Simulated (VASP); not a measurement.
# Band edges against the vacuum: SiC(110)

Where do the bulk band edges lie against the vacuum outside SiC(110)? The crystal is strained by +1 % in the plane, against this functional's own lattice.

Calculated with VASP 6.6.1; PBE; plane waves and PAW (Si, C), in the first sound run; inputs show where later runs differ.

Report form: the programs' logs are mostly left out.

**1. Set-up**

It takes space group F-43m (No. 216, cubic). The conventional cell has a = 4.360 Å, b = 4.360 Å, c = 4.360 Å, α = 90.00°, β = 90.00°, γ = 90.00°. Si has 4 C at 1.89 Å nearest. Nearest to C lie 4 Si at 1.89 Å. Farther neighbours are not listed.

Structure file:

```cif
data_structure
_symmetry_space_group_name_H-M 'P 1'
_symmetry_Int_Tables_number 1
_cell_length_a 3.0830
_cell_length_b 3.0830
_cell_length_c 3.0830
_cell_angle_alpha 60.000
_cell_angle_beta 60.000
_cell_angle_gamma 60.000
_cell_volume 20.72
loop_
_atom_site_label
_atom_site_type_symbol
_atom_site_fract_x
_atom_site_fract_y
_atom_site_fract_z
_atom_site_occupancy
Si1 Si 0.00000 0.00000 0.00000 1
C2 C 0.25000 0.25000 0.25000 1
```

**2. Relaxing the bulk crystal**

First cell and atoms are relaxed at a raised cutoff, so that later runs start from this functional's own cell.

The input, INCAR:

```
SYSTEM = SiC
PREC = Accurate
ENCUT = 520
EDIFF = 1E-06
NELM = 120
ISMEAR = 0
SIGMA = 0.03
LREAL = .FALSE.
ALGO = Normal
GGA = PE
NBANDS = 10
LORBIT = 11
LWAVE = .FALSE.
LCHARG = .FALSE.
KPAR = 4
IBRION = 2
NSW = 40
ISIF = 3
EDIFFG = -0.02
POTIM = 0.4
```

The input, POSCAR:

```
SiC
1.0
    0.0000000000      2.1800000000      2.1800000000
    2.1800000000      0.0000000000      2.1800000000
    2.1800000000      2.1800000000      0.0000000000
Si C
1 1
Direct
    0.0000000000      0.0000000000      0.0000000000
    0.2500000000      0.2500000000      0.2500000000
```

The input, KPOINTS:

```
Automatic mesh
0
Gamma
7 7 7
0 0 0
```

Potentials, in the order of the species: Si and C (PBE family, release 64).

Started as:

```sh
> mpirun -np 4 vasp_std
```

The job ended after 4.4 s (4 MPI ranks of AMD EPYC 7R43, shared host; peak memory 0.42 GiB).

The run keeps the 24 symmetry operations of its start, so it cannot find a distortion of lower symmetry.

Relaxation path:

```
step  energy less that of the first step (eV)  largest force (eV/Å)  pressure (GPa)  volume (Å³)
   1                                   0.0000                0.0000            2.92        20.72
   2                                  -0.0015                0.0000           -1.75        21.18
   3                                  -0.0025                0.0000            0.01        21.00
```

```
conventional cell, symmetrised  before  after  change
                         a (Å)   4.360  4.379  +0.4 %
                         b (Å)   4.360  4.379  +0.4 %
                         c (Å)   4.360  4.379  +0.4 %
              volume (Å³/atom)   10.36  10.50  +1.3 %
```

The relaxed structure:

```xyz
2
Lattice="0.0000 2.1897 2.1897 2.1897 0.0000 2.1897 2.1897 2.1897 0.0000" Properties=species:S:1:pos:R:3 pbc="T T T"
Si    0.0000    0.0000    0.0000
C     1.0949    1.0949    1.0949
```

This step gave:

| Property | Result |
| --- | --- |
| electronic cycles | 24 |
| electrons | 8 |
| free energy (TOTEN) | -15.06 eV |
| Fermi energy | 8.172 eV |

The run ended after 3 ionic steps, 0.003 eV below its first step, once forces and stress met EDIFFG = -0.02.

**3. Band edges of the bulk**

A static run of the unstrained bulk, for comparison; the line-up uses the strained bulk below.

The input, INCAR:

```
SYSTEM = SiC
PREC = Normal
ENCUT = 440
EDIFF = 1E-06
NELM = 120
ISMEAR = 0
SIGMA = 0.03
LREAL = .FALSE.
ALGO = Normal
GGA = PE
NBANDS = 10
LORBIT = 11
LWAVE = .FALSE.
LCHARG = .FALSE.
KPAR = 4
```

The input, POSCAR:

```
SiC
1.0
    0.0000000000      2.1897243251      2.1897243251
    2.1897243251      0.0000000000      2.1897243251
    2.1897243251      2.1897243251      0.0000000000
Si C
1 1
Direct
    0.0000000000      0.0000000000      0.0000000000
    0.2500000000      0.2500000000      0.2500000000
```

The input, KPOINTS:

```
Automatic mesh
0
Gamma
17 17 17
0 0 0
```

Started as:

```sh
> mpirun -np 4 vasp_std
```

Elapsed: 5 s, on 4 MPI ranks; peak memory 0.36 GiB; 16 s of CPU time.

The gap is read on the k-mesh alone, so it is an upper bound where the band edges lie off the mesh.

Numbers from this step:

* electronic cycles: 12
* Fermi energy: 8.159 eV
* metallic: no
* gap on the k-mesh: 1.411 eV
* least direct gap on the k-mesh: 4.549 eV

**4. Relax the strained bulk along the normal**

This step: PBE; plane waves and PAW (Si, C); invented cell (VASP 6.6.1).

System of this step: SiC. Symmetry: Imm2, No. 44, orthorhombic system. Conventional cell: a = 3.097 Å, b = 3.128 Å, c = 4.423 Å, α = 90.00°, β = 90.00°, γ = 90.00°. Nearest to Si lie 4 C at 1.90 to 1.92 Å. Nearest to C lie 4 Si at 1.90 to 1.92 Å. Farther neighbours are not listed.

With the plane strained, the crystal finds a new spacing along the normal.

The input, INCAR:

```
SYSTEM = SiC
PREC = Accurate
ENCUT = 570
EDIFF = 1E-06
NELM = 120
ISMEAR = 0
SIGMA = 0.03
LREAL = .FALSE.
ALGO = Normal
GGA = PE
NBANDS = 14
LORBIT = 11
LWAVE = .FALSE.
LCHARG = .FALSE.
KPAR = 4
IBRION = 2
NSW = 30
ISIF = 3
EDIFFG = -0.01
POTIM = 0.4
LATTICE_CONSTRAINTS = .FALSE. .FALSE. .TRUE.
```

The input, POSCAR:

```
SiC
1.0
    3.1277052168      0.0000000000      0.0000000000
    0.0000000000      4.4232431367      0.0000000000
    0.0000000000      0.0000000000      3.0967378384
Si C
2 2
Direct
    0.0000000000      0.0000000000      0.0000000000
    0.5000000000      0.5000000000      0.5000000000
    0.0000000000      0.7500000000      0.5000000000
    0.5000000000      0.2500000000      0.0000000000
```

The input, KPOINTS:

```
Automatic mesh
0
Gamma
9 6 9
0 0 0
```

Started as:

```sh
> mpirun -np 4 vasp_std
```

Wall time 33 s (4 MPI ranks); peak memory 0.61 GiB; 1.7 min of CPU time.

The run keeps the 4 symmetry operations of its start, so it cannot find a distortion of lower symmetry.

The steps of the relaxation:

```
step  energy less that of the first step (eV)  largest force (eV/Å)  pressure (GPa)  volume (Å³)
   1                                   0.0000                0.0651           -4.13        42.84
   2                                  -0.0008                0.0028           -3.54        42.71
```

```
     cell as run  before  after  change
           a (Å)   3.128  3.128  +0.0 %
           b (Å)   4.423  4.423  +0.0 %
           c (Å)   3.097  3.087  -0.3 %
volume (Å³/atom)   10.71  10.68  -0.3 %
```

The relaxed structure:

```xyz
4
Lattice="3.1277 0.0000 0.0000 0.0000 4.4232 0.0000 0.0000 0.0000 3.0872" Properties=species:S:1:pos:R:3 pbc="T T T"
Si    0.0000    0.0025    0.0000
Si    1.5639    2.2141    1.5436
C     0.0000    3.3149    1.5436
C     1.5639    1.1033    0.0000
```

This step gave:

| Item | Value |
| --- | --- |
| electronic cycles | 18 |
| electrons | 16 |
| free energy (TOTEN) | -30.11 eV |
| Fermi energy | 7.998 eV |
| gap on the k-mesh | 1.340 eV |

The run ended after 2 ionic steps, 0.001 eV below its first step, once forces and stress met EDIFFG = -0.01.

No direct gap is given, since this cell folds other wave vectors onto the zone centre.

**5. Band edges of the strained bulk**

The strained bulk gives the band edges and core potentials for the line-up.

The input, INCAR:

```
SYSTEM = SiC
PREC = Normal
ENCUT = 440
EDIFF = 1E-06
NELM = 120
ISMEAR = 0
SIGMA = 0.03
LREAL = .FALSE.
ALGO = Normal
GGA = PE
NBANDS = 14
LORBIT = 11
LWAVE = .FALSE.
LCHARG = .FALSE.
KPAR = 4
```

The input, POSCAR:

```
SiC
1.0
    3.1277052168      0.0000000000      0.0000000000
    0.0000000000      4.4232431367      0.0000000000
    0.0000000000      0.0000000000      3.0872337306
Si C
2 2
Direct
    0.0000000000      0.0005682569      0.0000000000
    0.5000000000      0.5005682569      0.5000000000
    0.0000000000      0.7494317431      0.5000000000
    0.5000000000      0.2494317431      0.0000000000
```

The input, KPOINTS:

```
Automatic mesh
0
Gamma
14 10 14
0 0 0
```

Started as:

```sh
> mpirun -np 4 vasp_std
```

Elapsed: 28 s, on 4 MPI ranks; peak memory 0.85 GiB; 86 s of CPU time.

Numbers from this step:

```yaml
electronic_cycles: 13
fermi_energy: 7.950 eV
gap_on_the_k_mesh: 1.290 eV
```

No direct gap is given, since this cell folds other wave vectors onto the zone centre.

**6. Relaxing the slab**

This step: PBE; plane waves and PAW (Si, C) (VASP 6.6.1).

System of this step: SiC(110). The cell holds 18 atoms: 9 Si and 9 C. Its edges and angles: a = 3.128 Å, b = 4.423 Å, c = 28.349 Å, α = 90.0°, β = 90.0°, γ = 90.0°. It derives from SiC. 9 layers, strained by +1 % in the plane. Vacuum lies along c.

All atoms relax at the fixed cell.

The input, INCAR:

```
SYSTEM = SiC
PREC = Normal
ENCUT = 440
EDIFF = 1E-05
NELM = 120
ISMEAR = 0
SIGMA = 0.03
LREAL = Auto
ALGO = Fast
GGA = PE
NBANDS = 54
LORBIT = 11
LWAVE = .FALSE.
LCHARG = .FALSE.
KPAR = 4
IBRION = 2
NSW = 60
ISIF = 2
EDIFFG = -0.03
POTIM = 0.4
MAXMIX = 40
IDIPOL = 3
LDIPOL = .TRUE.
DIPOL = 0.5 0.5 0.5
```

The input, POSCAR:

```
SiC
1.0
    3.1277052168      0.0000000000      0.0000000000
    0.0000000000      4.4232431367      0.0000000000
    0.0000000000      0.0000000000     28.3489349224
Si C
9 9
Direct
    0.0000000000      0.0000000000      0.2821975500
    0.5000000000      0.5000000000      0.3366481600
    0.0000000000      0.0000000000      0.3910987800
    0.5000000000      0.5000000000      0.4455493900
    0.0000000000      0.0000000000      0.5000000000
    0.5000000000      0.5000000000      0.5544506100
    0.0000000000      0.0000000000      0.6089012200
    0.5000000000      0.5000000000      0.6633518400
    0.0000000000      0.0000000000      0.7178024500
    0.0000000000      0.7500000000      0.3366481600
    0.5000000000      0.2500000000      0.2821975500
    0.0000000000      0.7500000000      0.4455493900
    0.5000000000      0.2500000000      0.3910987800
    0.0000000000      0.7500000000      0.5544506100
    0.5000000000      0.2500000000      0.5000000000
    0.0000000000      0.7500000000      0.6633518400
    0.5000000000      0.2500000000      0.6089012200
    0.5000000000      0.2500000000      0.7178024500
```

The input, KPOINTS:

```
Automatic mesh
0
Gamma
8 6 1
0 0 0
```

Started as:

```sh
> mpirun -np 4 vasp_std
```

Wall time 11 min (4 MPI ranks); peak memory 1.4 GiB.

Relaxation path:

```
step  energy less that of the first step (eV)  largest force (eV/Å)
   1                                   0.0000                3.5106
   2                                  -1.0330                1.8320
   3                                  -1.1228                1.6641
   4                                  -1.3852                0.5713
   5                                  -1.4017                0.5146
   6                                  -1.4325                0.2788
   7                                  -1.4330                0.2479
   8                                  -1.4404                0.1382
   9                                  -1.4405                0.1458
  10                                  -1.4447                0.1051
  11                                  -1.4455                0.1058
  12                                  -1.4487                0.0925
  13                                  -1.4503                0.1301
  14                                  -1.4524                0.0680
  15                                  -1.4526                0.0606
  16                                  -1.4530                0.0279
```

The atoms that moved most (Å):

```
atom     dx      dy      dz  length
 Si9  0.000   0.203  -0.247   0.320
 Si1  0.000   0.203   0.247   0.320
 Si2  0.000  -0.016  -0.064   0.066
 Si8  0.000  -0.016   0.064   0.066
 C11  0.000  -0.062   0.018   0.064
 C18  0.000  -0.062  -0.018   0.064
 C10  0.000  -0.051  -0.030   0.059
 C16  0.000  -0.051   0.030   0.059
```

Final coordinates:

```
Si C
1.0
     3.12771    0.00000    0.00000
     0.00000    4.42324    0.00000
     0.00000    0.00000   28.34893
Si C
9 9
Direct
  0.00000 0.04587 0.29092
  0.50000 0.49637 0.33439
  0.00000 0.99892 0.39122
  0.50000 0.49539 0.44531
  0.00000 0.99664 0.50000
  0.50000 0.49539 0.55469
  0.00000 0.99892 0.60878
  0.50000 0.49637 0.66561
  0.00000 0.04587 0.70908
  0.00000 0.73854 0.33559
  0.50000 0.23606 0.28282
  0.00000 0.74462 0.44539
  0.50000 0.24812 0.39074
  0.00000 0.74462 0.55461
  0.50000 0.24560 0.50000
  0.00000 0.73854 0.66441
  0.50000 0.24812 0.60926
  0.50000 0.23606 0.71718
```

This step gave:

```yaml
electronic_cycles: 140
electrons: 72
free_energy_toten: -130.6166 eV
fermi_energy: 1.444 eV
dipole_moment: 0, 0, 0 e·Å
gap_on_the_k_mesh: 0.1928 eV
least_direct_gap_on_the_k_mesh: 0.4946 eV
```

The run ended after 16 ionic steps, 1.453 eV below its first step, once the forces on the free atoms met EDIFFG = -0.03.

**7. Vacuum level and density of states**

A static run writes the electrostatic potential without exchange and correlation (LVHAR), which is flat in the vacuum and gives the level to count from. The dipole correction cancels the field that unlike faces would set up across the vacuum.

The input, INCAR:

```
SYSTEM = SiC
PREC = Normal
ENCUT = 440
EDIFF = 1E-06
NELM = 120
ISMEAR = 0
SIGMA = 0.03
LREAL = Auto
ALGO = Fast
GGA = PE
NBANDS = 54
LORBIT = 11
LWAVE = .FALSE.
LCHARG = .TRUE.
KPAR = 4
IDIPOL = 3
LDIPOL = .TRUE.
DIPOL = 0.5 0.5 0.5
LVHAR = .TRUE.
LVACPOTAV = .TRUE.
NEDOS = 1500
```

The input, POSCAR:

```
SiC
1.0
    3.1277052168      0.0000000000      0.0000000000
    0.0000000000      4.4232431367      0.0000000000
    0.0000000000      0.0000000000     28.3489349224
Si C
9 9
Direct
    0.0000000000      0.0458664948      0.2909182936
    0.5000000000      0.4963693719      0.3343861249
    0.0000000000      0.9989173994      0.3912201034
    0.5000000000      0.4953864113      0.4453145075
    0.0000000000      0.9966404617      0.5000000000
    0.5000000000      0.4953864113      0.5546854925
    0.0000000000      0.9989173994      0.6087798966
    0.5000000000      0.4963693719      0.6656138751
    0.0000000000      0.0458664948      0.7090817064
    0.0000000000      0.7385409832      0.3355907625
    0.5000000000      0.2360616839      0.2828220053
    0.0000000000      0.7446160914      0.4453936869
    0.5000000000      0.2481208245      0.3907350768
    0.0000000000      0.7446160914      0.5546063131
    0.5000000000      0.2456010174      0.5000000000
    0.0000000000      0.7385409832      0.6644092375
    0.5000000000      0.2481208245      0.6092649232
    0.5000000000      0.2360616839      0.7171779947
```

KPOINTS is that of step 6.

The input, KPOINTS_OPT:

```
Line mode
14
Line-mode
Reciprocal
  0.00000000   0.00000000   0.00000000 GAMMA
  0.50000000   0.00000000   0.00000000 X

  0.50000000   0.00000000   0.00000000 X
  0.50000000   0.50000000   0.00000000 S

  0.50000000   0.50000000   0.00000000 S
  0.00000000   0.50000000   0.00000000 Y

  0.00000000   0.50000000   0.00000000 Y
  0.00000000   0.00000000   0.00000000 GAMMA

  0.00000000   0.00000000   0.00000000 GAMMA
  0.50000000   0.50000000   0.00000000 S
```

Started as:

```sh
> mpirun -np 4 vasp_std
```

The job ended after 4.7 min (4 MPI ranks; peak memory 1.9 GiB; 15 min of CPU time).

Numbers from this step:

```
electronic cycles                                 : 25
least gap on mesh and path                        : 0.1936 eV
least direct gap on mesh and path                 : 0.4955 eV
vacuum levels                                     : 6.719, 6.719 eV
ionisation potentials of the upper and lower face : 5.372, 5.372 eV
electron affinities of the upper and lower face   : 5.178, 5.178 eV
```

The electronic bands at the labelled points (eV, zero at the valence-band top; v1 is the highest filled band, c1 the lowest empty one):

```
          point     v4     v3     v2     v1    c1    c2    c3    c4
              Γ  -0.85  -0.72  -0.45  -0.43  1.14  1.70  2.50  2.80
0.46 of the way  -2.10  -1.47  -0.85  -0.71  2.24  2.39  3.10  3.17
              X  -2.32  -2.32  -0.43  -0.30  0.19  0.31  1.21  1.76
0.46 of the way  -2.22  -2.17  -0.29  -0.17  0.80  0.88  2.35  2.43
              S  -2.00  -1.84  -0.14   0.00  1.48  1.60  4.17  4.23
0.54 of the way  -1.83  -1.72  -0.31  -0.27  2.04  2.13  4.40  4.52
              Y  -1.86  -1.77  -0.59  -0.56  2.07  2.19  3.46  3.74
0.46 of the way  -1.42  -1.39  -0.54  -0.48  1.78  2.23  2.66  2.81
              Γ  -0.85  -0.72  -0.45  -0.43  1.14  1.70  2.50  2.80
0.46 of the way  -1.62  -1.41  -0.54  -0.45  2.07  2.17  3.42  3.46
              S  -2.00  -1.84  -0.14   0.00  1.48  1.60  4.17  4.23
```

Of the projections kept (Si, C), the largest for each band there; the rest of the weight can lie on other orbitals:

```
point      v4      v3      v2      v1       c1       c2       c3       c4
    Γ  C 0.84  C 0.88  C 0.92  C 0.94   C 0.54  Si 0.53  Si 0.59   C 0.62
    X  C 0.64  C 0.67  C 0.87  C 0.87  Si 0.67  Si 0.77  Si 0.51  Si 0.62
    S  C 0.70  C 0.71  C 0.90  C 0.91  Si 0.74  Si 0.70   C 0.66   C 0.86
    Y  C 0.72  C 0.71  C 0.88  C 0.88  Si 0.76  Si 0.72  Si 0.66  Si 0.58
    Γ  C 0.84  C 0.88  C 0.92  C 0.94   C 0.54  Si 0.53  Si 0.59   C 0.62
    S  C 0.70  C 0.71  C 0.90  C 0.91  Si 0.74  Si 0.70   C 0.66   C 0.86
```

[end of part 1 of 2]

[Lines on the potential files, build, host, timing and source positions are cut from VASP's logs without a mark.]

[Logs are printed without paths, hosts, clocks, repeated set-up lines and the standing remarks that a program may print on its own settings, such as how far it seeks lower states.]

[Hosts, paths, dates, database ids (printed as entryN), source tags and the programs' standing remarks are cut or masked in the printed files.]

[Runs that stopped without an error message from VASP are left out.]
